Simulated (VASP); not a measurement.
Data:

```
Li2S
1.0
    0.00000     2.86441     2.86441
    2.86441     0.00000     2.86441
    2.86441     2.86441     0.00000
Li S
2 1
Direct
  0.25000   0.25000   0.25000
  0.75000   0.75000   0.75000
  0.00000   0.00000   0.00000
```

The numbers are results of SCAN meta-GGA, VASP's PBE PAW potentials (set 64) (plane waves; VASP), not measurements. Run with 520 eV cut-off, 7×7×7 Γ-centred mesh, Gaussian smearing of 0.050 eV, potentials Li_sv S.

Predict the energy per atom (σ→0), pressure.

```json
{
  "energy per atom (σ→0)": "-6.345 eV/atom",
  "pressure": "-1.28 GPa"
}
```

Total energies compare only between runs with the same potentials, cut-off and functional.

The compound is Li2S in the antifluorite structure. This cell is one point of a volume scan, at 1.03 of the reference volume.
